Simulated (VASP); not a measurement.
Method: LDA (Ceperley-Alder, Perdew-Zunger), VASP's LDA PAW potentials (set 64) (plane waves; VASP).

The input files of a VASP run:

### KPOINTS
```
Regular mesh
0
Gamma
7 7 7
0 0 0
```

INCAR:
```
ALGO=Normal
EDIFF=1E-6
EDIFFG=-0.01
ENCUT=300
IBRION=2
ISIF=3
ISMEAR=0
LASPH=.True.
LCHARG=.False.
LMAXMIX=6
LREAL=.False.
LWAVE=.False.
NELM=100
NSW=50
PREC=Accurate
SIGMA=0.136
SYSTEM=LaPb3
```

File POSCAR:
```
LaPb3
1
    4.9295160000     0.0000000000     0.0000000000
    0.0000000000     4.9295160000     0.0000000000
    0.0000000000     0.0000000000     4.9295160000
La Pb
1 3
Direct
  0.0000000000   0.0000000000   0.0000000000
  0.0000000000   0.5000000000   0.5000000000
  0.5000000000   0.0000000000   0.5000000000
  0.5000000000   0.5000000000   0.0000000000
```

POTCAR, in this order: La Pb_d (LDA.64 set). Program: vasp_std.

What VASP printed:

OSZICAR:
```
       N       E                     dE             d eps       ncg     rms          rms(c)
DAV:   1     0.566954195129E+03    0.56695E+03   -0.16905E+04  1248   0.160E+03
DAV:   2     0.765424657752E+02   -0.49041E+03   -0.48261E+03  1248   0.432E+02
DAV:   3    -0.126879186388E+02   -0.89230E+02   -0.88440E+02  1599   0.232E+02
DAV:   4    -0.201733443069E+02   -0.74854E+01   -0.71361E+01  1991   0.662E+01
DAV:   5    -0.206654666804E+02   -0.49212E+00   -0.48556E+00  2273   0.134E+01    0.301E+00
DAV:   6    -0.203964351596E+02    0.26903E+00   -0.32904E+00  2074   0.145E+01    0.195E+00
DAV:   7    -0.203595691855E+02    0.36866E-01   -0.18361E-01  2021   0.379E+00    0.120E+00
DAV:   8    -0.203454337514E+02    0.14135E-01   -0.15493E-01  2073   0.267E+00    0.283E-01
DAV:   9    -0.203412372099E+02    0.41965E-02   -0.31927E-02  2061   0.194E+00    0.975E-02
DAV:  10    -0.203413391216E+02   -0.10191E-03   -0.57066E-03  1832   0.577E-01    0.595E-02
DAV:  11    -0.203411784403E+02    0.16068E-03   -0.12665E-03  2156   0.398E-01    0.906E-03
DAV:  12    -0.203411891041E+02   -0.10664E-04   -0.14865E-04  1730   0.850E-02    0.970E-03
DAV:  13    -0.203411862293E+02    0.28748E-05   -0.27044E-05  2001   0.547E-02    0.185E-03
DAV:  14    -0.203411863440E+02   -0.11472E-06   -0.14794E-06  1098   0.104E-02
   1 F= -.20341186E+02 E0= -.20334115E+02  d E =-.203412E+02
       N       E                     dE             d eps       ncg     rms          rms(c)
DAV:   1    -0.264228049963E+02   -0.60816E+01   -0.18301E+02  1520   0.185E+02    0.129E+01
DAV:   2    -0.211289267239E+02    0.52939E+01   -0.13993E+01  1567   0.649E+01    0.465E+00
DAV:   3    -0.203913670480E+02    0.73756E+00   -0.48281E+00  1699   0.285E+01    0.525E-01
DAV:   4    -0.204124607788E+02   -0.21094E-01   -0.36850E-01  1996   0.689E+00    0.295E-01
DAV:   5    -0.204159632103E+02   -0.35024E-02   -0.34912E-02  1891   0.141E+00    0.121E-01
DAV:   6    -0.204171511236E+02   -0.11879E-02   -0.87313E-03  2169   0.814E-01    0.961E-02
DAV:   7    -0.204173166416E+02   -0.16552E-03   -0.72236E-04  2050   0.199E-01    0.718E-02
DAV:   8    -0.204172279239E+02    0.88718E-04   -0.49768E-04  2065   0.208E-01    0.117E-02
DAV:   9    -0.204172281263E+02   -0.20243E-06   -0.36390E-05  1776   0.793E-02    0.548E-03
DAV:  10    -0.204172278371E+02    0.28924E-06   -0.28332E-06  1162   0.215E-02
   2 F= -.20417228E+02 E0= -.20410223E+02  d E =-.760415E-01
       N       E                     dE             d eps       ncg     rms          rms(c)
DAV:   1    -0.209848119186E+02   -0.56758E+00   -0.19352E+01  1508   0.674E+01    0.383E+00
DAV:   2    -0.205237553545E+02    0.46106E+00   -0.14076E+00  1718   0.199E+01    0.144E+00
DAV:   3    -0.204389646614E+02    0.84791E-01   -0.39643E-01  1656   0.974E+00    0.138E-01
DAV:   4    -0.204400247117E+02   -0.10601E-02   -0.27519E-02  1920   0.188E+00    0.679E-02
DAV:   5    -0.204400361620E+02   -0.11450E-04   -0.15907E-03  2050   0.292E-01    0.378E-02
DAV:   6    -0.204401148393E+02   -0.78677E-04   -0.57857E-04  2024   0.191E-01    0.247E-02
DAV:   7    -0.204400980876E+02    0.16752E-04   -0.22660E-04  1858   0.150E-01    0.781E-03
DAV:   8    -0.204400956219E+02    0.24657E-05   -0.26007E-05  1834   0.638E-02    0.223E-03
DAV:   9    -0.204400953013E+02    0.32051E-06   -0.53311E-06  1369   0.415E-02
   3 F= -.20440095E+02 E0= -.20433225E+02  d E =-.989090E-01
```

OUTCAR:
```
------------------------ aborting loop because EDIFF is reached ----------------------------------------
  FORCE on cell =-STRESS in cart. coord.  units (eV):
  Direction    XX          YY          ZZ          XY          YZ          ZX
  --------------------------------------------------------------------------------------
  Total        0.0067020      0.0067020      0.0067020      0.0000000     -0.0000000      0.0000000
  in kB        0.0960803      0.0960803      0.0960803      0.0000000     -0.0000000      0.0000000
  external PRESSURE =       0.0960803 kB  Pullay stress =       0.0000000 kB
  volume of cell :      111.76
      direct lattice vectors                 reciprocal lattice vectors
     4.816824129 -0.000000000  0.000000000     0.207605670  0.000000000  0.000000000
     0.000000000  4.816824129  0.000000000     0.000000000  0.207605670  0.000000000
    -0.000000000 -0.000000000  4.816824129    -0.000000000  0.000000000  0.207605670
 POSITION                                       TOTAL-FORCE (eV/Angst)
 -----------------------------------------------------------------------------------
      0.00000      0.00000      0.00000         0.000000      0.000000      0.000000
     -0.00000      2.40841      2.40841        -0.000000      0.000000      0.000000
      2.40841     -0.00000      2.40841        -0.000000     -0.000000      0.000000
      2.40841      2.40841      0.00000         0.000000      0.000000      0.000000
 -----------------------------------------------------------------------------------
    total drift:                                0.000000      0.000000      0.000000
  FREE ENERGIE OF THE ION-ELECTRON SYSTEM (eV)
  ---------------------------------------------------
  free  energy   TOTEN  =       -20.4400953013 eV

  energy  without entropy=      -20.4263552452  energy(sigma->0) =      -20.43322527

 reached required accuracy - stopping structural energy minimisation
```
(Selected blocks of OUTCAR.)

### CONTCAR
```
LaPb3
   1.00000000000000
     4.8168241287066484   -0.0000000000000000    0.0000000000000000
     0.0000000000000000    4.8168241287066484    0.0000000000000000
    -0.0000000000000000   -0.0000000000000000    4.8168241287066484
  La              Pb
     1     3
Direct
     0.0000000000000000    0.0000000000000000    0.0000000000000000
     0.0000000000000000    0.5000000000000000    0.5000000000000000
     0.5000000000000000    0.0000000000000000    0.5000000000000000
     0.5000000000000000    0.5000000000000000    0.0000000000000000
```

At this cut-off the stress carries a Pulay error, which pulls relaxed volumes low. Energy and stress use the plane-wave basis of the starting cell.

The structure comes from a computed database's LaPb3 entry; how it stands against other phases isn't given here. This run relaxes it. Symmetry was kept, so distortions that lower it aren't found. The run is one of a series of settings (EDIFFG = -0.01, IBRION = 2, ISIF = 3, NSW = 50 against the base run), some of them coarse on purpose. The electron count is odd and the run is not spin-polarised, which forces a metal.
